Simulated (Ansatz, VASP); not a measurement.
**Cross-check of Ge (Germanium) between VASP and Ansatz**

One calculation is typed for both programs; each brings its own data sets. How far apart do they land? The cell is taken from a series of runs on this material, whose earlier steps may have relaxed, scaled, displaced or heated it; both programs get it as it stands.

Main program and level: Ansatz 0.2.0; plane waves, with VASP 6.6.1 beside it; single point at LDA.

### 1. The starting structure

Symmetry: Fd-3m, No. 227, cubic system. Conventional cell: a = 5.621 Å, b = 5.621 Å, c = 5.621 Å, α = 90.00°, β = 90.00°, γ = 90.00°. Nearest to Ge lie 4 Ge at 2.43 Å.

### 2. Ansatz: single point, LDA

Ansatz runs on its PAW soft_1 files.

A single point gives forces, pressure and levels at one fixed geometry, so differences don't come from the geometry; what else differs is listed under the comparison.

Input file input.yaml:

```yaml
crystal:
  lattice:
    - [0.0, 2.8107113432, 2.8107113432]
    - [2.8107113432, 0.0, 2.8107113432]
    - [2.8107113432, 2.8107113432, 0.0]
  atoms:
    - { symbol: Ge, position: [0.5, 0.5, 0.5] }
    - { symbol: Ge, position: [0.75, 0.75, 0.75] }
kpoints:
  mp_grid: { grid: [30, 30, 30] }
hamiltonian:
  xc: lda
  pseudopotentials: { kind: paw, azcp: { folder: soft_1 }, xc_functional: pbe }
scf:
  occupations: { method: fermi_dirac, width: 0.03 }
output:
  forces: true
  stress: true
  eigenvalues: true
```

Command:

```
ansatz run input.yaml --threads 4 --pin off --max-ram 16384MiB --backend cpu --events-out ev --progress --plain --runs-dir out
```

Numbers of over 12 decimals in the logs are rounded to 6 here.

Output:

```text
Engine: ansatz 0.2.0, aarch64-unknown-linux-gnu
Pseudopotentials: kind: paw
Pseudopotential: Ge, paw, valence charge 14, recommended cutoff 420 eV (normal), soft_1/Ge.paw.azcp
Functional definition: SPW92
  exchange = slater_x
  correlation = pw_c
Crystal: 2 atoms, lattice volume = 44.410 Å³
Basis set: ecut = 420 eV, 893 PW (Γ)
Bands: 18, of which v1, the nominal top of the filled ones, is band 14 counted from 1 (13 counted from 0)
Symmetry: 48 space group operations
Space group: Fd-3m (ITA 227), of the structure as read, at distance tolerance 3.5e-5 Å
k-points: 752 of 27000
Non-local potential: Ge, projectors of the file, l = 0: 2, l = 1: 2, l = 2: 3, l = 3: 1
PAW form: soft (Blöchl's): semilocal exchange-correlation on the pseudo side does not see the compensation charge
PAW frozen core: Ge, regenerated for the run's functional, and the local potential with it (the file was generated under x = pbe(κ = 0.804, μ = 0.219515), c = pbe(β = 0.066725))
PAW one-centre angular grid: Ge, 590 points (default); XC on 64 Gauss nodes
Initial density: superposition of atomic densities (chi_scale 0.1, normalization cell)
Initial wavefunctions: pseudopotential atomic-orbital guess
Functional: x = slater, c = lda
SCF iter   1: F=—  HF=-8431.592170 eV  |F-HF|=—  |Δ(HF+E_count)|=         —  Δρ=3.54e-2  dr2=5.09e-1  ethr=3.10e-3  ⟨swp⟩=6.0  Hψ=63248  notcnv=0
preconditioner: auto → none  [insulator: Δε(μ)=0.250 eV  Ē_g=23.488 eV  σ=0.030 eV  W_gap=0.94  n_scr=14 (ndim 8)  ℏωp=29.5 eV  f_vac=0.000  D(μ)=0.00/eV (n_scr^D=0)  ε∞_Penn≈2.6]
SCF iter   2: F=—  HF=-8431.470224 eV  |F-HF|=—  |Δ(HF+E_count)|=   1.22e-1  Δρ=1.62e-2  dr2=8.37e-2  ethr=1.82e-3  ⟨swp⟩=2.0  Hψ=22552  notcnv=0
SCF iter   3: F=—  HF=-8431.455190 eV  |F-HF|=—  |Δ(HF+E_count)|=   1.50e-2  Δρ=2.32e-3  dr2=6.15e-4  ethr=2.99e-4  ⟨swp⟩=2.0  Hψ=19602  notcnv=0
SCF iter   4: F=—  HF=-8431.455345 eV  |F-HF|=—  |Δ(HF+E_count)|=   1.55e-4  Δρ=4.89e-4  dr2=8.75e-5  ethr=2.20e-6  ⟨swp⟩=2.0  Hψ=22643  notcnv=0
SCF iter   5: F=—  HF=-8431.455112 eV  |F-HF|=—  |Δ(HF+E_count)|=   2.32e-4  Δρ=5.41e-5  dr2=7.78e-7  ethr=3.12e-7  ⟨swp⟩=2.0  Hψ=24072  notcnv=0
SCF iter   6: F=—  HF=-8431.455109 eV  |F-HF|=—  |Δ(HF+E_count)|=   3.25e-6  Δρ=3.79e-5  dr2=3.26e-7  ethr=3.57e-10  ⟨swp⟩=6.4  Hψ=63376  notcnv=0
SCF iter   7: F=-8431.455109 eV  HF=-8431.455109 eV  |F-HF|=1.00e-8  |Δ(HF+E_count)|=   3.08e-7  Δρ=4.61e-6  dr2=4.10e-9  ethr=3.57e-10  ⟨swp⟩=3.0  Hψ=51163  notcnv=0
SCF 1 converged in 7 iterations: F = -8431.455109 eV  dr2 = 4.10e-9
  greatest PAW one-centre occupation: 0.998 electrons in one spin orbital (limit 2), on the Ge atom at site 1 (counted from 0), in its partial waves of l = 2
SCF converged after 7 iterations
Free energy (F): -8431.455109 eV
Harris-Foulkes:  -8431.455109 eV  (|F-HF|=1.00e-8)
Internal energy: -8431.455068 eV  (E = F + TS)
E sigma→0 (E₀):  -8431.455089 eV
Entropy (-TS):   -0.000041 eV (-0.020 meV/atom)
Fermi energy:    8.538540 eV
--- Per-component energies (eV) ---
  E_band       = -305.042947
  E_kinetic    = 187.153735
  E_local      = -4483.565264  (includes V_loc(G=0)·N_el)
  E_nonlocal   = 442.106226
  E_hartree    = 2135.893438
  E_xc         = -143.191623
  E_vxc        = -131.725423  (∫ρ·V_xc dr)
  E_paw        = -3869.135027  (= ΣΔE_a)
  E_vpaw       = -590.794591  (= ΣTr[D̂ρ^β])
  E_aug_tail   = 0.000030  (compensation charges beyond the density's cutoff)
  E_ewald      = -2704.533236
  E_core_change = 3.816653  (= ΣΔE_core)
  E_smearing   = -0.000041  (= −TS)
  E_closure    = -0.000000  (closes the sum)
  Σ components = -8431.455109   (vs F -8431.455109, Δ=0.00e0)
--- Forces (eV/Å), atoms counted from 1 ---
  atom   1  Ge    -0.00000000    -0.00000000     0.00000000
  atom   2  Ge     0.00000000    -0.00000000     0.00000000
  max |Σ_I F_I| component: 3.30e-17 eV/Å
--- Stress (GPa, compression-positive) ---
        0.006326      -0.000000       0.000000
       -0.000000       0.006326      -0.000000
        0.000000       0.000000       0.006326
  P = ⅓ Tr σ = 0.0063 GPa (0.063 kbar)
--- Band table (eV; the first three rows and the last of 752) ---
  k-point 0: bands = [... 10 lower, -4.4756, 8.4766, 8.4857, 8.4857, 8.4857, 11.0223, 11.0223, 11.0223]
  k-point 1: bands = [... 10 lower, -4.4618, 7.8855, 8.4557, 8.4557, 8.9851, 11.0621, 11.0621, 11.0746]
  k-point 2: bands = [... 10 lower, -4.4203, 7.2441, 8.3717, 8.3717, 9.3294, 11.1735, 11.1735, 11.2604]
  k-point 751: bands = [... 10 lower, -0.4239, -0.4239, 4.4858, 4.4858, 12.5482, 12.5482, 13.4143, 13.4143]
```

The column dr2 measures how far the density is from self-consistency, as an energy; F and HF (Harris–Foulkes) agree once it is small.

The run ends at a pressure of 0.01 GPa.

### 3. VASP: single point, LDA

The same cell, functional (in two slightly different forms), mesh and smearing now go to VASP, with its own data sets.

Lines of VASP's logs that name or quote its potential files are left out, and so is its time.

Input file INCAR:

```
SYSTEM = Ge
PREC = Accurate
ENCUT = 500
EDIFF = 1E-06
NELM = 120
ISMEAR = -1
SIGMA = 0.03
LREAL = .FALSE.
ALGO = Normal
GGA = PW92
NBANDS = 20
LORBIT = 11
LWAVE = .FALSE.
LCHARG = .FALSE.
ISIF = 2
LASPH = .TRUE.
GGA_COMPAT = .FALSE.
KPAR = 2
```

Input file POSCAR:

```
Ge
1.0
    0.0000000000      2.8107113432      2.8107113432
    2.8107113432      0.0000000000      2.8107113432
    2.8107113432      2.8107113432      0.0000000000
Ge
2
Direct
    0.5000000000      0.5000000000      0.5000000000
    0.7500000000      0.7500000000      0.7500000000
```

Input file KPOINTS:

```
Automatic mesh
0
Gamma
30 30 30
0 0 0
```

Potentials, in the order of the species: Ge_d (LDA family, release 64).

Command:

```
mpirun -np 2 vasp_std
```

Output:

```text
[banner, memory and clock lines left out]
running    2 mpi-ranks, on    1 nodes
 distrk:  each k-point on    1 cores,    2 groups
 distr:  one band on    1 cores,    1 groups

 POSCAR found type information on POSCAR Ge
 POSCAR found :  1 types and       2 ions
|                                                                             |
|               ----> ADVICE to this user running VASP <----                  |
|                                                                             |
|     You enforced a specific xc type in the INCAR file but a different       |
|     [... a line on the potential file left out ...]
|     I HOPE YOU KNOW WHAT YOU ARE DOING!                                     |
|                                                                             |

 LDA part: xc-table for (Slater(with rela. corr.)+PW92), standard interpolation
 POSCAR, INCAR and KPOINTS ok, starting setup
 FFT: planning ... GRIDC
 FFT: planning ... GRID_SOFT
 FFT: planning ... GRID
 WAVECAR not read
 entering main loop
       N       E                     dE             d eps       ncg     rms          rms(c)
DAV:   1     0.182595501820E+03    0.18260E+03   -0.14684E+04 32300   0.371E+03
DAV:   2     0.148143732255E+02   -0.16778E+03   -0.16329E+03 30156   0.584E+02
DAV:   3    -0.978009954356E+01   -0.24594E+02   -0.24424E+02 33920   0.144E+02
DAV:   4    -0.105567593550E+02   -0.77666E+00   -0.77615E+00 33936   0.299E+01
DAV:   5    -0.105694126931E+02   -0.12653E-01   -0.12653E-01 33656   0.415E+00    0.336E+00
DAV:   6    -0.104471266842E+02    0.12229E+00   -0.39653E-02 33336   0.166E+00    0.193E+00
DAV:   7    -0.103858331115E+02    0.61294E-01   -0.79432E-02 31776   0.209E+00    0.141E-01
DAV:   8    -0.103865286848E+02   -0.69557E-03   -0.56011E-03 33940   0.846E-01    0.453E-02
DAV:   9    -0.103865647397E+02   -0.36055E-04   -0.87030E-05 35140   0.985E-02    0.130E-02
DAV:  10    -0.103865613235E+02    0.34163E-05   -0.93760E-06 40660   0.457E-02    0.419E-03
DAV:  11    -0.103865611834E+02    0.14007E-06   -0.94061E-07 23060   0.804E-03
   1 F= -.10386561E+02 E0= -.10386544E+02  d E =-.336119E-04
```

From OUTCAR (step 3):

```text
ion  position               nearest neighbor table
   1  0.500  0.500  0.500-   2 2.43   2 2.43   2 2.43   2 2.43
   2  0.750  0.750  0.750-   1 2.43   1 2.43   1 2.43   1 2.43

  LATTYP: Found a face centered cubic cell.
 ALAT       =     5.6214226864

 Subroutine GETGRP returns: Found 48 space group operations
 (whereof 24 operations were pure point group operations)

The static configuration has the point symmetry T_d .
 The point group associated with its full space group is O_h .

 Found    752 irreducible k-points:

   k-points           NKPTS =    752   k-points in BZ     NKDIM =    752   number of bands    NBANDS=     20

   dimension x,y,z NGX =    30 NGY =   30 NGZ =   30
   dimension x,y,z NGXF=    60 NGYF=   60 NGZF=   60

   ENCUT  =  500.0 eV  36.75 Ry    6.06 a.u.   7.25  7.25  7.25*2*pi/ulx,y,z

   NELECT =      28.0000    total number of electrons

 k-points in reciprocal lattice and weights: Automatic mesh
   0.00000000  0.00000000  0.00000000       0.000
   0.03333333  0.00000000  0.00000000       0.000
   0.06666667  0.00000000  0.00000000       0.000
   0.10000000  0.00000000  0.00000000       0.000
   0.13333333  0.00000000  0.00000000       0.000
   0.16666667  0.00000000  0.00000000       0.000
   0.20000000  0.00000000  0.00000000       0.000
   0.23333333  0.00000000  0.00000000       0.000
   0.26666667  0.00000000  0.00000000       0.000
[...]
-0.26666667  0.46666667  0.23333333       0.001
  -0.26666667  0.50000000  0.23333333       0.000

 average (electrostatic) potential at core
       1 -75.2492       2 -75.2492

 E-fermi :   4.9790

 k-point     1 :       0.0000    0.0000    0.0000
  band No.  band energies     occupation
    ...
     11      -8.0342      2.00000
     12       4.9179      1.76880
     13       4.9179      1.76880
     14       4.9179      1.76880
     15       4.9478      1.47743
     16       7.4553      0.00000
     17       7.4553      0.00000
     18       7.4553      0.00000
     19      11.1758      0.00000
     20      14.5247      0.00000

 k-point     2 :       0.0333    0.0000    0.0000
  band No.  band energies     occupation
    ...
     10     -19.7811      2.00000
     11      -8.0203      2.00000
     12       4.3351      2.00000
     13       4.8877      1.90887
     14       4.8877      1.90887
     15       5.4383      0.00000
     16       7.4952      0.00000
     17       7.4952      0.00000
     18       7.5080      0.00000
     19      11.2569      0.00000
    ...

 k-point     3 :       0.0667    0.0000    0.0000
  band No.  band energies     occupation
    ...
     10     -19.7781      2.00000
     11      -7.9788      2.00000
     12       3.6923      2.00000
     13       4.8036      1.99424
     14       4.8036      1.99424
     15       5.7829      0.00000
     16       7.6068      0.00000
     17       7.6068      0.00000
     18       7.6956      0.00000
     19      11.4885      0.00000
    ...

  Total        0.0381242      0.0381242      0.0381242      0.0000000      0.0000000      0.0000000
  in kB        1.3754128      1.3754128      1.3754128      0.0000000      0.0000000      0.0000000
  external PRESSURE =       1.3754128 kB  Pullay stress =       0.0000000 kB

  energy-cutoff  :      500.00
  volume of cell :       44.41
      direct lattice vectors                 reciprocal lattice vectors
     0.000000000  2.810711343  2.810711343    -0.177890911  0.177890911  0.177890911
     2.810711343  0.000000000  2.810711343     0.177890911 -0.177890911  0.177890911
     2.810711343  2.810711343  0.000000000     0.177890911  0.177890911 -0.177890911

 POSITION                                       TOTAL-FORCE (eV/Angst)
 -----------------------------------------------------------------------------------
      2.81071      2.81071      2.81071         0.000000      0.000000     -0.000000
      4.21607      4.21607      4.21607        -0.000000     -0.000000      0.000000
 -----------------------------------------------------------------------------------
    total drift:                                0.000000     -0.000000     -0.000000

  FREE ENERGIE OF THE ION-ELECTRON SYSTEM (eV)
  ---------------------------------------------------
  free  energy   TOTEN  =       -10.3865611834 eV

  energy  without entropy=      -10.3865275715  energy(sigma->0) =      -10.38654438

 total charge
# of ion       s       p       d       tot
------------------------------------------
    1        1.140   1.284  10.026  12.450
    2        1.140   1.284  10.026  12.450
--------------------------------------------------
tot          2.279   2.568  20.052  24.899

[... 3 further parts left out ...]
```

The run ends at a pressure of 0.14 GPa.

### 4. Differences

Known differences besides the potentials themselves: the cutoff is 420 eV in Ansatz and 500 eV in VASP; VASP's log shows a relativistic correction to its local exchange, Ansatz's none. Total energies have different zeros and are not compared.

The two programs side by side:

```tsv
quantity	Ansatz	VASP	difference
pressure (GPa)	0.01	0.14	-0.13
```

### 5. Summary of results

- difference in pressure (single point, LDA): -0.13 GPa

The difference in pressure is -0.13 GPa (single point, LDA), within the 1 GPa picked in this series as the mark of a large difference. 6 further runs of this series are not shown here. Such differences can come from data sets, numerical settings and the points named under the comparisons, not from the functional's error against experiment.

[Lines on the potential files, build, host, timing and source positions are cut from VASP's logs without a mark.]

[Logs are printed without paths, hosts, clocks, repeated set-up lines and the standing remarks that a program may print on its own settings, such as how far it seeks lower states.]

[Hosts, paths, dates, database ids (printed as entryN), source tags and the programs' standing remarks are cut or masked in the printed files.]
